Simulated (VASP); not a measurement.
Calculation: PBEsol GGA, VASP's PBE PAW potentials (set 64) (plane waves; VASP).

VASP input:

### INCAR
```
SYSTEM  =  KBr(100) slab
PREC  =  Normal; ENCUT  =  400; LREAL  =  .False.
LASPH  =  .True.
EDIFF  =  1E-6; NELM  =  100; NELMIN  =  4
ALGO  =  Normal; LMAXMIX  =  4
ISMEAR  =  0; SIGMA  =  0.05
GGA  =  PS
LWAVE  =  .False.; LCHARG  =  .False.; LORBIT  =  11
LVHAR  =  .True.
DIPOL  =  0.5 0.5 0.5
LDIPOL  =  .True.; IDIPOL  =  3
```

**KPOINTS**
```
Automatic mesh
0
G
 5 5 1
0 0 0
```

File POSCAR:
```
KBr(100) slab
1
    4.6370392892     0.0000000000     0.0000000000
    0.0000000000     4.6370392892     0.0000000000
    0.0000000000     0.0000000000    28.0195349926
K Br
4 4
Direct
  0.0000000000   0.5000000000   0.3254757128
  0.5000000000   0.0000000000   0.4413095061
  0.0000000000   0.5000000000   0.5586904939
  0.5000000000   0.0000000000   0.6745242872
  0.0000000000   0.5000000000   0.4411845503
  0.5000000000   0.0000000000   0.3238437628
  0.0000000000   0.5000000000   0.6761562372
  0.5000000000   0.0000000000   0.5588154497
```

POTCAR, in this order: K_sv Br (PBE.64 set). Program: vasp_std. Read from the step before: WAVECAR.

The resulting files:

OSZICAR:
```
       N       E                     dE             d eps       ncg     rms          rms(c)
DAV:   1    -0.255267554986E+02   -0.25527E+02   -0.11589E-04   524   0.844E-02    0.130E-02
DAV:   2    -0.255267526293E+02    0.28693E-05   -0.43947E-05   522   0.302E-02    0.685E-03
DAV:   3    -0.255267489217E+02    0.37076E-05   -0.41956E-06   448   0.121E-02    0.441E-03
DAV:   4    -0.255267460196E+02    0.29021E-05   -0.56831E-06   420   0.150E-02    0.223E-03
DAV:   5    -0.255267459128E+02    0.10676E-06   -0.30816E-06   402   0.739E-03
   1 F= -.25526746E+02 E0= -.25526746E+02  d E =-.367272E-15
```

**OUTCAR**
```
------------------------ aborting loop because EDIFF is reached ----------------------------------------
  FORCE on cell =-STRESS in cart. coord.  units (eV):
  Direction    XX          YY          ZZ          XY          YZ          ZX
  --------------------------------------------------------------------------------------
  Total       -0.7203137     -0.7203137     -0.1739478      0.0000000      0.0000000     -0.0000000
  in kB       -1.9155338     -1.9155338     -0.4625802      0.0000000      0.0000000     -0.0000000
  external PRESSURE =      -1.4312159 kB  Pullay stress =       0.0000000 kB
  volume of cell :      602.48
      direct lattice vectors                 reciprocal lattice vectors
     4.637039289  0.000000000  0.000000000     0.215654847  0.000000000  0.000000000
     0.000000000  4.637039289  0.000000000     0.000000000  0.215654847  0.000000000
     0.000000000  0.000000000 28.019534993     0.000000000  0.000000000  0.035689386
 POSITION                                       TOTAL-FORCE (eV/Angst)
 -----------------------------------------------------------------------------------
      0.00000      2.31852      9.11968         0.000000     -0.000000      0.012757
      2.31852      0.00000     12.36529         0.000000     -0.000000     -0.020396
      0.00000      2.31852     15.65425        -0.000000     -0.000000      0.020396
      2.31852      0.00000     18.89986         0.000000     -0.000000     -0.012757
      0.00000      2.31852     12.36179         0.000000      0.000000      0.021758
      2.31852      0.00000      9.07395         0.000000     -0.000000     -0.002513
      0.00000      2.31852     18.94558         0.000000     -0.000000      0.002513
      2.31852      0.00000     15.65775         0.000000     -0.000000     -0.021758
 -----------------------------------------------------------------------------------
    total drift:                                0.000000      0.000000     -0.000000
  FREE ENERGIE OF THE ION-ELECTRON SYSTEM (eV)
  ---------------------------------------------------
  free  energy   TOTEN  =       -25.5267459128 eV

  energy  without entropy=      -25.5267459128  energy(sigma->0) =      -25.52674591

 total charge

# of ion       s       p       d       tot
------------------------------------------
    1        1.956   5.565   0.024   7.544
    2        1.957   5.566   0.026   7.549
    3        1.957   5.566   0.026   7.549
    4        1.956   5.565   0.024   7.544
    5        1.592   3.285   0.001   4.878
    6        1.591   3.278   0.001   4.870
    7        1.591   3.278   0.001   4.870
    8        1.592   3.285   0.001   4.878
--------------------------------------------------
tot         14.190  35.388   0.104  49.682
```
(Selected blocks of OUTCAR.)

OUTCAR:
```
 val. band max:       -3.9793708554   @ k =   0.0000   0.0000   0.0000

 cond. band min:       0.4000324227   @ k =   0.0000   0.0000   0.0000


 Fermi energy:        -3.7080408236

 k-point     1 :       0.0000    0.0000    0.0000
  band No.  band energies     occupation
      1     -31.8156      2.00000
      2     -31.8156      2.00000
      3     -31.5689      2.00000
      4     -31.5648      2.00000
      5     -16.3866      2.00000
      6     -16.3507      2.00000
      7     -16.1345      2.00000
      8     -16.1212      2.00000
      9     -15.4008      2.00000
     10     -15.3826      2.00000
     11     -15.3541      2.00000
     12     -15.3541      2.00000
     13     -15.3541      2.00000
     14     -15.3541      2.00000
     15     -15.1466      2.00000
     16     -15.1466      2.00000
     17     -15.1268      2.00000
     18     -15.1268      2.00000
     19     -15.1017      2.00000
     20     -15.0673      2.00000
     21      -4.8610      2.00000
     22      -4.6642      2.00000
     23      -4.3112      2.00000
     24      -4.2755      2.00000
     25      -4.2755      2.00000
     26      -4.1592      2.00000
     27      -4.1592      2.00000
     28      -4.0851      2.00000
     29      -4.0081      2.00000
     30      -4.0081      2.00000
     31      -3.9794      2.00000
     32      -3.9794      2.00000
     33       0.4000      0.00000
     34       0.7950      0.00000
     35       1.4404      0.00000
     36       1.8231      0.00000
     37       2.0556      0.00000
     38       2.1012      0.00000

 k-point     2 :       0.2000    0.0000    0.0000
  band No.  band energies     occupation
      1     -31.8149      2.00000
      2     -31.8149      2.00000
      3     -31.5678      2.00000
      4     -31.5644      2.00000
      5     -16.4295      2.00000
      6     -16.4017      2.00000
      7     -16.2141      2.00000
      8     -16.2046      2.00000
      9     -15.4022      2.00000
     10     -15.3910      2.00000
...
```

The cell is a thin slab with vacuum, built from KBr (rock salt): (100) face.
